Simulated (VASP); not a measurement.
Level of theory: optB88-vdW, VASP's PBE PAW potentials (set 64) (plane waves; VASP).

A VASP calculation is set up with these files.

File POSCAR:
```
CdTe
1
    0.0000000000     3.2980686129     3.2980686129
    3.2980686129     0.0000000000     3.2980686129
    3.2980686129     3.2980686129     0.0000000000
Cd Te
1 1
Direct
  0.0000000000   0.0000000000   0.0000000000
  0.2500000000   0.2500000000   0.2500000000
```

**KPOINTS**
```
k-points along high-symmetry lines
15
Line-mode
Reciprocal
  0.000000   0.000000   0.000000 ! GAMMA
 -0.500000  -0.500000   0.000000 ! X

 -0.500000  -0.500000   0.000000 ! X
 -0.375000  -0.375000   0.250000 ! U

 -0.375000  -0.000000   0.375000 ! K
  0.000000   0.000000   0.000000 ! GAMMA

  0.000000   0.000000   0.000000 ! GAMMA
  0.000000   0.000000   0.500000 ! L

  0.000000   0.000000   0.500000 ! L
 -0.500000  -0.250000   0.250000 ! W

 -0.500000  -0.250000   0.250000 ! W
 -0.500000  -0.500000   0.000000 ! X
```

**INCAR**
```
! general
SYSTEM    =  CdTe
PREC      =  Accurate
ENCUT     =  520   ! plane-wave cut-off (eV)
LREAL     =  .False.
LASPH     =  .True.   ! aspherical one-centre terms
ICHARG    =  11   ! fixed density

! electronic loop
EDIFF     =  1E-7
NELM      =  100   ! most electronic steps
ALGO      =  Normal   ! blocked Davidson
LMAXMIX   =  4   ! l cut-off of mixed one-centre charges

! smearing
ISMEAR    =  0   ! Gaussian
SIGMA     =  0.05   ! width (eV)

! functional
GGA       =  BO
LUSE_VDW  =  .True.
AGGAC     =  0.0
PARAM1    =  0.1833333333
PARAM2    =  0.22

! output
LWAVE     =  .False.
LCHARG    =  .False.
LORBIT    =  11
```

POTCAR, in this order: Cd Te (PBE.64 set). Program: vasp_std. Read from the step before: CHGCAR.

Output

### OSZICAR
```
       N       E                     dE             d eps       ncg     rms          rms(c)
DAV:   1     0.109180970068E+03    0.10918E+03   -0.84699E+03  2348   0.119E+03
DAV:   2     0.567612221578E+01   -0.10350E+03   -0.99112E+02  2630   0.279E+02
DAV:   3     0.139337310142E+01   -0.42827E+01   -0.42011E+01  2780   0.578E+01
DAV:   4     0.135023246413E+01   -0.43141E-01   -0.43134E-01  3313   0.520E+00
DAV:   5     0.135007046892E+01   -0.16200E-03   -0.16199E-03  2770   0.280E-01
DAV:   6     0.135006639905E+01   -0.40699E-05   -0.40699E-05  3259   0.312E-02
DAV:   7     0.135006635788E+01   -0.41169E-07   -0.41177E-07  2467   0.270E-03
   1 F= 0.13500664E+01 E0= 0.13500664E+01  d E =-.129682E-11
```

### OUTCAR
```
 val. band max:        1.7402579469   @ k =   0.0000   0.0000   0.0000

 cond. band min:       2.2092272289   @ k =   0.0000   0.0000   0.0000



 k-point     1 :       0.0000    0.0000    0.0000
  band No.  band energies     occupation
      1      -9.1877      2.00000
      2      -6.4334      2.00000
      3      -6.4334      2.00000
      4      -6.4334      2.00000
      5      -6.2148      2.00000
      6      -6.2148      2.00000
      7       1.7403      2.00000
      8       1.7403      2.00000
      9       1.7403      2.00000
     10       2.2092      0.00000
     11       6.3555      0.00000
     12       6.3555      0.00000
     13       6.3555      0.00000

 k-point     2 :      -0.0357   -0.0357    0.0000
  band No.  band energies     occupation
      1      -9.1818      2.00000
      2      -6.4319      2.00000
      3      -6.4319      2.00000
      4      -6.4299      2.00000
      5      -6.2154      2.00000
      6      -6.2145      2.00000
      7       1.4762      2.00000
      8       1.7093      2.00000
      9       1.7093      2.00000
     10       2.4779      0.00000
     11       6.2884      0.00000
     12       6.4016      0.00000
     13       6.4016      0.00000

 k-point     3 :      -0.0714   -0.0714    0.0000
  band No.  band energies     occupation
      1      -9.1646      2.00000
      2      -6.4273      2.00000
      3      -6.4273      2.00000
      4      -6.4192      2.00000
      5      -6.2169      2.00000
      6      -6.2136      2.00000
      7       1.0720      2.00000
      8       1.6208      2.00000
      9       1.6208      2.00000
     10       2.8939      0.00000
     11       6.1142      0.00000
     12       6.5355      0.00000
     13       6.5355      0.00000

 k-point     4 :      -0.1071   -0.1071    0.0000
  band No.  band energies     occupation
      1      -9.1368      2.00000
      2      -6.4198      2.00000
      3      -6.4198      2.00000
      4      -6.4012      2.00000
...
```

The density is held fixed in this step, so its total energy and stress have no physical meaning. Unless said otherwise, spin-orbit coupling is left out, though it shifts the bands of the heavy elements here.

The compound is CdTe in the zinc blende structure. It was relaxed first, which changed the volume by +5 %.
